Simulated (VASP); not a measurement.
Level of theory: r2SCAN meta-GGA, VASP's PBE PAW potentials (set 64) (plane waves; VASP).

VASP input:

INCAR:
```
SYSTEM  =  MgH2(110) slab
PREC  =  Normal; ENCUT  =  400; LREAL  =  Auto
LASPH  =  .True.
EDIFF  =  1E-6; NELM  =  100; NELMIN  =  4
ALGO  =  Normal; LMIXTAU  =  .True.
ISMEAR  =  0; SIGMA  =  0.05
METAGGA  =  R2SCAN
LWAVE  =  .False.; LCHARG  =  .False.; LORBIT  =  11
LVHAR  =  .True.
DIPOL  =  0.5 0.5 0.5
LDIPOL  =  .True.; IDIPOL  =  3
```

KPOINTS:
```
Automatic mesh
0
Gamma
7 3 1
0 0 0
```

### POSCAR
```
MgH2(110) slab
1
    2.9899285579     0.0000000000     0.0000000000
    0.0000000000     6.3318559718     0.0000000000
    0.0000000000     0.0000000000    24.3560759572
H Mg
12 6
Direct
  0.0000000000   0.5000000000   0.3167995121
  0.0000000000   0.0000000000   0.4501291937
  0.5000000000   0.8129642461   0.3654619342
  0.5000000000   0.1870357539   0.3654619342
  0.0000000000   0.5000000000   0.4198847686
  0.0000000000   0.5000000000   0.5801152314
  0.5000000000   0.3011763913   0.5000000000
  0.5000000000   0.6988236087   0.5000000000
  0.0000000000   0.0000000000   0.5498708063
  0.5000000000   0.8129642461   0.6345380658
  0.5000000000   0.1870357539   0.6345380658
  0.0000000000   0.5000000000   0.6832004879
  0.0000000000   0.0000000000   0.3742611094
  0.5000000000   0.5000000000   0.3624446386
  0.0000000000   0.5000000000   0.5000000000
  0.5000000000   0.0000000000   0.5000000000
  0.0000000000   0.0000000000   0.6257388906
  0.5000000000   0.5000000000   0.6375553614
```

POTCAR, in this order: H Mg (PBE.64 set). Program: vasp_std. Read from the step before: WAVECAR.

Output

### OSZICAR
```
       N       E                     dE             d eps       ncg     rms          rms(c)
DAV:   1    -0.697273070982E+02   -0.69727E+02   -0.49356E-07   300   0.649E-03    0.627E-05
DAV:   2    -0.697273299547E+02   -0.22857E-04   -0.15609E-07   272   0.346E-03    0.190E-05
DAV:   3    -0.697273071630E+02    0.22792E-04   -0.15619E-07   272   0.373E-03    0.482E-05
DAV:   4    -0.697273139811E+02   -0.68181E-05   -0.56389E-08   292   0.207E-03    0.230E-05
DAV:   5    -0.697273142032E+02   -0.22211E-06   -0.23326E-07   272   0.381E-03
   1 F= -.69727314E+02 E0= -.69727314E+02  d E =-.993314E-14
```

### OUTCAR
```
------------------------ aborting loop because EDIFF is reached ----------------------------------------
  FORCE on cell =-STRESS in cart. coord.  units (eV):
  Direction    XX          YY          ZZ          XY          YZ          ZX
  --------------------------------------------------------------------------------------
  Total       -2.7334900     -0.6764486     -0.6739582      0.0000000      0.0000000      0.0000000
  in kB       -9.4979289     -2.3504241     -2.3417709      0.0000000      0.0000000      0.0000000
  external PRESSURE =      -4.7300413 kB  Pullay stress =       0.0000000 kB
  volume of cell :      461.10
      direct lattice vectors                 reciprocal lattice vectors
     2.989928558  0.000000000  0.000000000     0.334456152  0.000000000  0.000000000
     0.000000000  6.331855972  0.000000000     0.000000000  0.157931577  0.000000000
     0.000000000  0.000000000 24.356075957     0.000000000  0.000000000  0.041057517
 POSITION                                       TOTAL-FORCE (eV/Angst)
 -----------------------------------------------------------------------------------
      0.00000      3.16593      7.71599         0.000000     -0.000000      0.019491
      0.00000      0.00000     10.96338         0.000000      0.000000     -0.013418
      1.49496      5.14757      8.90122         0.000000     -0.013815     -0.021519
      1.49496      1.18428      8.90122        -0.000000      0.013815     -0.021519
      0.00000      3.16593     10.22675         0.000000      0.000000     -0.007067
      0.00000      3.16593     14.12933         0.000000      0.000000      0.007067
      1.49496      1.90701     12.17804         0.000000      0.009167      0.000000
      1.49496      4.42485     12.17804         0.000000     -0.009167      0.000000
      0.00000      0.00000     13.39270         0.000000      0.000000      0.013418
      1.49496      5.14757     15.45486         0.000000     -0.013815      0.021519
      1.49496      1.18428     15.45486         0.000000      0.013815      0.021519
      0.00000      3.16593     16.64008         0.000000      0.000000     -0.019491
      0.00000      0.00000      9.11553        -0.000000      0.000000      0.012879
      1.49496      3.16593      8.82773         0.000000      0.000000      0.001253
      0.00000      3.16593     12.17804         0.000000      0.000000      0.000000
      1.49496      0.00000     12.17804         0.000000      0.000000      0.000000
      0.00000      0.00000     15.24054         0.000000     -0.000000     -0.012879
      1.49496      3.16593     15.52835         0.000000      0.000000     -0.001253
 -----------------------------------------------------------------------------------
    total drift:                               -0.000000      0.000000      0.000000
  FREE ENERGIE OF THE ION-ELECTRON SYSTEM (eV)
  ---------------------------------------------------
  free  energy   TOTEN  =       -69.7273142032 eV

  energy  without entropy=      -69.7273142032  energy(sigma->0) =      -69.72731420

 total charge

# of ion       s       p       d       tot
------------------------------------------
    1        0.565   0.002   0.000   0.567
    2        0.597   0.002   0.000   0.599
    3        0.585   0.002   0.000   0.587
    4        0.585   0.002   0.000   0.587
    5        0.567   0.002   0.000   0.568
    6        0.567   0.002   0.000   0.568
    7        0.586   0.002   0.000   0.588
    8        0.586   0.002   0.000   0.588
    9        0.597   0.002   0.000   0.599
   10        0.585   0.002   0.000   0.587
   11        0.585   0.002   0.000   0.587
   12        0.565   0.002   0.000   0.567
   13        0.143   0.145   0.036   0.324
   14        0.144   0.150   0.037   0.331
   15        0.143   0.145   0.037   0.325
   16        0.145   0.154   0.040   0.340
   17        0.143   0.145   0.036   0.324
   18        0.144   0.150   0.037   0.331
--------------------------------------------------
tot          7.832   0.916   0.222   8.970
```
(Selected blocks of OUTCAR.)

The cell is a thin slab with vacuum, built from MgH2 (rutile): (110) face.
